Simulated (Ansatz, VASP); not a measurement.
# BaLiCl3 in two plane-wave programs, part 3 of 3

One calculation is typed for both programs; each brings its own data sets. How far apart do they land? The cell is generated by rule, not measured, and may not be a known phase. The cell is taken from a series of runs on this material, whose earlier steps may have relaxed, scaled, displaced or heated it; both programs get it as it stands.

VASP 6.6.1 and Ansatz 0.2.0.

So far: Starting point; VASP: zone-centre phonons, PBEsol.

The structure was built from a prototype and need not be the compound's stable phase.

## 3. Ansatz: zone-centre phonons, PBEsol

Level of this step: Ansatz beside VASP: Kohn-Sham DFT, plane waves, PBEsol (Ansatz).

Ansatz runs on its default PAW (the set named soft_2) files.

The same cell, functional and mesh now go to Ansatz, which takes its cutoff from its data sets.

input.yaml

```yaml
crystal:
  lattice:
    - [4.7920317519, 0.0, 0.0]
    - [0.0, 4.7920317519, 0.0]
    - [0.0, 0.0, 4.7920317519]
  atoms:
    - { symbol: Ba, position: [0.0, 0.0, 0.0] }
    - { symbol: Li, position: [0.5, 0.5, 0.5] }
    - { symbol: Cl, position: [0.0, 0.5, 0.5] }
    - { symbol: Cl, position: [0.5, 0.5, 0.0] }
    - { symbol: Cl, position: [0.5, 0.0, 0.5] }
kpoints:
  mp_grid: { grid: [4, 4, 4] }
hamiltonian:
  xc: pbesol
scf:
  occupations: { method: fixed }
output:
  eigenvalues: true
phonons:
  method: dfpt
  qmesh: [2, 2, 2]
  temperatures: { t_max: 1000, t_step: 50 }
  qpath:
    path:
      - [[0.0, 0.0, 0.0], [0.0, 0.5, 0.0], [0.5, 0.5, 0.0], [0.0, 0.0, 0.0], [0.5, 0.5, 0.5], [0.0, 0.5, 0.0]]
      - [[0.5, 0.5, 0.5], [0.5, 0.5, 0.0]]
    npoints: 10
  non_analytic_term:
    high_frequency_dielectric_tensor: [[3.5537, 0.0, 0.0], [0.0, 3.5537, 0.0], [0.0, 0.0, 3.5537]]
    born_effective_charges:
      - { species: Ba, tensor: [[2.9146, 0.0, 0.0], [0.0, 2.9146, 0.0], [0.0, 0.0, 2.9146]] }
      - { species: Li, tensor: [[1.1162, 0.0, 0.0], [0.0, 1.1162, 0.0], [0.0, 0.0, 1.1162]] }
      - { species: Cl, tensor: [[-1.2287, 0.0, 0.0], [0.0, -1.401, 0.0], [0.0, 0.0, -1.401]] }
      - { species: Cl, tensor: [[-1.401, 0.0, 0.0], [0.0, -1.401, 0.0], [0.0, 0.0, -1.2287]] }
      - { species: Cl, tensor: [[-1.401, 0.0, 0.0], [0.0, -1.2287, 0.0], [0.0, 0.0, -1.401]] }
    source: "zone-centre run at this cell"
```

Run with:

```console
> ansatz run input.yaml --threads 4 --pin off --max-ram 7168MiB --backend cpu --events-out ev --progress --plain --runs-dir out
```

Numbers of over 12 decimals in the logs are rounded to 6 here.

Output:

```text
Engine: ansatz 0.2.0, aarch64-unknown-linux-gnu
Pseudopotentials: kind: paw
Pseudopotential: Ba, paw, valence charge 10, recommended cutoff 420 eV (normal), Ba.paw.azcp
Pseudopotential: Li, paw, valence charge 3, recommended cutoff 420 eV (normal), Li.paw.azcp
Pseudopotential: Cl, paw, valence charge 7, recommended cutoff 420 eV (normal), Cl.paw.azcp
Functional definition: PBEsol
  exchange = pbesol_x
  correlation = pbesol_c
Crystal: 5 atoms, lattice volume = 110.042 Å³
Basis set: ecut = 420 eV, 2109 PW (Γ), exchange–correlation on 72×72×72 points (8 copies of the dense FFT grid, shifted against one another)
Bands: 22, of which v1, the nominal top of the filled ones, is band 17 counted from 1 (16 counted from 0)
Symmetry: 48 space group operations
k-points: 10 of 64
Non-local potential: Ba, projectors of the file, l = 0: 3, l = 1: 2, l = 2: 2, l = 3: 2
Non-local potential: Li, projectors of the file, l = 0: 3, l = 1: 2, l = 2: 1
Non-local potential: Cl, projectors of the file, l = 0: 2, l = 1: 2, l = 2: 2
PAW form: soft (Blöchl's): semilocal exchange-correlation on the pseudo side does not see the compensation charge
PAW frozen core: Ba, regenerated for the run's functional, and the local potential with it (the file was generated under x = pbe(κ = 0.804, μ = 0.219515), c = pbe(β = 0.066725))
PAW frozen core: Cl, regenerated for the run's functional, and the local potential with it (the file was generated under x = pbe(κ = 0.804, μ = 0.219515), c = pbe(β = 0.066725))
PAW one-centre angular grid: Ba, 194 points (default); XC on 64 Gauss nodes
PAW one-centre angular grid: Li, 110 points (default); XC on 64 Gauss nodes
PAW one-centre angular grid: Cl, 110 points (default); XC on 64 Gauss nodes
Initial density: superposition of atomic densities (neutral atoms: chi_scale 0, normalization atom), corrected by the library's trained network
Initial wavefunctions: pseudopotential atomic-orbital guess
Functional: x = pbesol(κ = 0.804, μ = 0.123457), c = pbesol(β = 0.046)
SCF iter   1: F=—  HF=-9259.192795 eV  |F-HF|=—  |Δ(HF+E_count)|=         —  Δρ=4.02e-3  dr2=2.48e-2  ethr=1.77e-3  ⟨swp⟩=5.5  Hψ=1004  notcnv=0  defer=24
preconditioner: auto → Resta (q_TF=auto, 2.243 Å⁻¹)  ε∞=3.7  [insulator: Δε(μ)=4.037 eV  Ē_g=11.907 eV  n_scr=18 (ndim 8)  ℏωp=19.4 eV  f_vac=0.000  ε∞_Penn≈3.7]
SCF iter   2: F=—  HF=-9259.184840 eV  |F-HF|=—  |Δ(HF+E_count)|=   7.96e-3  Δρ=1.95e-3  dr2=6.15e-3  ethr=7.29e-5  ⟨swp⟩=3.2  Hψ=467  notcnv=0  defer=30
SCF iter   3: F=—  HF=-9259.183677 eV  |F-HF|=—  |Δ(HF+E_count)|=   1.16e-3  Δρ=5.39e-4  dr2=2.37e-4  ethr=1.81e-5  ⟨swp⟩=3.0  Hψ=388  notcnv=0  defer=28
SCF iter   4: F=—  HF=-9259.183685 eV  |F-HF|=—  |Δ(HF+E_count)|=   7.86e-6  Δρ=1.83e-4  dr2=7.06e-5  ethr=6.98e-7  ⟨swp⟩=2.0  Hψ=373  notcnv=0  defer=28
SCF iter   5: F=—  HF=-9259.183676 eV  |F-HF|=—  |Δ(HF+E_count)|=   8.48e-6  Δρ=6.94e-5  dr2=1.13e-5  ethr=2.08e-7  ⟨swp⟩=2.4  Hψ=357  notcnv=0  defer=17
SCF iter   6: F=—  HF=-9259.183676 eV  |F-HF|=—  |Δ(HF+E_count)|=   1.41e-7  Δρ=1.87e-5  dr2=9.30e-7  ethr=3.32e-8  ⟨swp⟩=2.0  Hψ=293  notcnv=0  defer=12
SCF iter   7: F=—  HF=-9259.183675 eV  |F-HF|=—  |Δ(HF+E_count)|=   6.14e-7  Δρ=3.52e-6  dr2=3.31e-8  ethr=2.73e-9  ⟨swp⟩=2.2  Hψ=327  notcnv=0  defer=12
SCF iter   8: F=—  HF=-9259.183675 eV  |F-HF|=—  |Δ(HF+E_count)|=   1.06e-8  Δρ=2.93e-7  dr2=2.04e-10  ethr=9.73e-11  ⟨swp⟩=2.1  Hψ=360  notcnv=0  defer=12
SCF iter   9: F=—  HF=-9259.183675 eV  |F-HF|=—  |Δ(HF+E_count)|=    0.00e0  Δρ=8.03e-8  dr2=1.54e-11  ethr=1.00e-12  ⟨swp⟩=2.3  Hψ=321  notcnv=0  defer=12
SCF iter  10: F=-9259.183675 eV  HF=-9259.183675 eV  |F-HF|=0.00e0  |Δ(HF+E_count)|=  3.64e-12  Δρ=6.95e-9  dr2=5.59e-14  ethr=1.00e-12  ⟨swp⟩=12.8  Hψ=1665  notcnv=0
SCF 1 converged in 10 iterations: F = -9259.183675 eV  dr2 = 5.59e-14
  greatest PAW one-centre occupation: 1.000 electrons in one spin orbital (limit 2), on the Li atom at site 1 (counted from 0), in its partial waves of l = 0
NSCF: frozen V_eff on 10 k-points
NSCF: frozen V_eff on 27 k-points
DFPT response loops at q = (0, 0, 0) (fractional): preconditioner auto → none (the input reference at scf.mixing.eps_inf says where Resta's filter doesn't serve); β = 0.50; Broyden in place of MSR1
NSCF: frozen V_eff on 54 k-points
DFPT response loops at q = (0, 0, -0.5) (fractional): preconditioner auto → Resta (q_TF=auto, 2.243 Å⁻¹)  ε∞=3.8 (no band partly filled); β = 1.00, the filter's whole step (`scf.mixing.beta` (0.50) is not read by the response loops at its default; to damp them type it under 1.00, their step now; it binds the ground state too); Broyden in place of MSR1
NSCF: frozen V_eff on 54 k-points
DFPT response loops at q = (0, -0.5, -0.5) (fractional): mixed as the last ones told, above
NSCF: frozen V_eff on 54 k-points
DFPT response loops at q = (-0.5, -0.5, -0.5) (fractional): preconditioner auto → none (the input reference at scf.mixing.eps_inf says where Resta's filter doesn't serve); β = 0.50; Broyden in place of MSR1
SCF converged after 10 iterations
Free energy (F): -9259.183675 eV
Harris-Foulkes:  -9259.183675 eV  (|F-HF|=0.00e0)
Internal energy: -9259.183675 eV  (E = F + TS)
E sigma→0 (E₀):  -9259.183675 eV
Fermi energy:    4.670161 eV
--- Per-component energies (eV) ---
  E_band       = -147.317228
  E_kinetic    = 675.428142
  E_local      = -936.507022  (includes V_loc(G=0)·N_el)
  E_nonlocal   = 111.699807
  E_hartree    = 279.609463
  E_xc         = -497.732230
  E_vxc        = -516.625964  (∫ρ·V_xc dr)
  E_paw        = -7085.405867  (= ΣΔE_a)
  E_vpaw       = -40.531401  (= ΣTr[D̂ρ^β])
  E_aug_tail   = 0.000285  (compensation charges beyond the density's cutoff)
  E_ewald      = -1806.662983
  E_core_change = 0.386729  (= ΣΔE_core)
  E_smearing   = -0.000000  (= −TS)
  E_closure    = 0.000000  (closes the sum)
  Σ components = -9259.183675   (vs F -9259.183675, Δ=0.00e0)
--- Band table (eV; the first three rows and the last of 10) ---
  k-point 0: bands = [... 13 lower, 3.6953, 4.6161, 4.6161, 4.6161, 8.8193, 8.8193, 9.8180, 10.0821, ... 1 higher]
  k-point 1: bands = [... 13 lower, 3.5174, 4.0134, 4.4006, 4.4006, 9.4799, 9.6583, 10.2668, 10.8277, ... 1 higher]
  k-point 2: bands = [... 13 lower, 3.3970, 3.3970, 4.1657, 4.1657, 10.5022, 10.5043, 10.6459, 11.9833, ... 1 higher]
  k-point 9: bands = [... 13 lower, 4.5570, 4.6702, 4.6702, 4.6702, 10.1520, 10.1520, 10.1520, 11.1508, ... 1 higher]
--- Phonons (Γ-DFPT): 4 representative perturbations + reference (Σ response iterations 12) ---
  ASR residual: 2.163e-4 → 0.000e0 eV/Å²; symmetrization residual: 1.279e-6 eV/Å²
  ASR residual per site (eV/Å²): 2.22e-6 2.16e-4 6.53e-5 6.53e-5 6.53e-5
  Γ frequencies (cm⁻¹): 0.00 0.00 0.00 38.65 38.65 38.65 91.04 91.04 91.04 183.35 183.35 183.35 339.68 339.68 339.68
--- Phonons (arbitrary-q DFPT): 4 irreducible q on the 2×2×2 mesh ---
  q = [0.0000, 0.0000, 0.0000] (star 1, of the zone-centre solve; hermiticity 4.61e-7, symmetrization 1.05e-12): -0.00 -0.00 -0.00 38.65 38.65 38.65 91.04 91.04 91.04 183.35 183.35 183.35 339.68 339.68 339.68
  q = [0.0000, 0.0000, -0.5000] (star 3, 9 solved perturbations in 216 linear systems a pass and spin channel, the states on 27 of 64 k-point pairs; hermiticity 4.24e-7, symmetrization 3.78e-13): 29.56 29.56 71.69 71.69 96.50 108.81 109.62 109.62 154.85 176.92 176.92 225.70 340.16 340.16 362.78
  q = [0.0000, -0.5000, -0.5000] (star 3, 9 solved perturbations in 216 linear systems a pass and spin channel, the states on 27 of 64 k-point pairs; hermiticity 7.12e-7, symmetrization 7.89e-14): -73.12 31.63 53.55 53.55 116.14 116.14 119.47 119.47 164.73 177.72 182.86 247.25 340.82 363.13 363.13
  q = [-0.5000, -0.5000, -0.5000] (star 1, 4 solved perturbations in 81 linear systems a pass and spin channel, the states on 27 of 64 k-point pairs; hermiticity 7.04e-7, symmetrization 1.36e-12): -81.95 -81.95 -81.95 43.16 43.16 43.16 167.26 167.26 167.26 175.39 175.39 266.44 368.44 368.44 368.44
  sum rule: each row above includes the acoustic sum rule's correction from the zone centre's row sums; it moved no ω² by more than (2.91 cm⁻¹)²
  mesh force constants: q→R imaginary residual 6.22e-18; ASR residual 2.163e-4 → 0.000e0 eV/Å²; symmetrization residual 5.329e-15 eV/Å²
  interpolated dispersion: 63 rows × 15 modes
  density of states and harmonic sums: on the 14×14×14 q-mesh, interpolated from the force constants of a 2×2×2 supercell (with the dipole–dipole term of supplied tensors)
  largest difference from the sums on the solved wave vectors: F 1.18e-1 eV, S 1.55e-4 and C_V 4.17e-5 eV/K
  zero-point energy: 0.147061 eV/cell   skipped modes (ω ≤ 0): 93, of them read as no rigid motion or as one in doubt: 90 (6.888e-1 modes/cell left out, lowest -81.95 cm⁻¹)   left out of the sums: 4.60e-2 of the cell's modes: C_V's classical limit lies that fraction below 3 k_B per atom; for a crystal, a wire or a layer, F and S can be off by more, and a phonons.interpolated_qmesh denser along its periods is the remedy for the sampling
```

## 4. Comparison

Known differences besides the potentials themselves: fixed occupations in Ansatz, narrow Gaussian smearing in VASP; VASP's run holds the zone centre alone; the cutoff is 420 eV in Ansatz and 750 eV in VASP; Ansatz makes its cores anew for this functional, VASP keeps those of its PBE data sets. Total energies have different zeros and are not compared.

Compared:

| quantity | Ansatz | VASP | difference |
| --- | --- | --- | --- |
| optical mode 1 to 3 (cm⁻¹) | 38.6 | 50.4 | -11.8 |
| optical mode 4 to 6 (cm⁻¹) | 91.0 | 95.9 | -5.10 % |
| optical mode 7 to 9 (cm⁻¹) | 183.3 | 189.4 | -3.19 % |
| optical mode 10 to 12 (cm⁻¹) | 339.7 | 347.4 | -2.24 % |

Modes are paired by rising frequency, not by their patterns, so a pair may set unlike modes beside each other; they are those without the splitting of longitudinal modes.

## 5. Summary of results

```json
{"r.m.s. difference of the optical zone-centre modes, each program's sorted by frequency (zone-centre phonons, PBEsol)": "8.1 cm⁻¹", "difference in optical mode 4 to 6 (zone-centre phonons, PBEsol)": "-5.1 %"}
```

The r.m.s. difference of the optical zone-centre modes, each program's sorted by frequency is 8.1 cm⁻¹ (zone-centre phonons, PBEsol). Among the rows given in per cent, the largest difference of the zone-centre phonons, PBEsol pair is in optical mode 4 to 6, -5.1 %. What causes the difference of the zone-centre phonons, PBEsol pair stays open here. How closely two codes agree says nothing of how well the functional describes the real material.

[Lines on the potential files, build, host, timing and source positions are cut from VASP's logs without a mark.]

[Logs are printed without paths, hosts, clocks, repeated set-up lines and the standing remarks that a program may print on its own settings, such as how far it seeks lower states.]

[Hosts, paths, dates, database ids (printed as entryN), source tags and the programs' standing remarks are cut or masked in the printed files.]
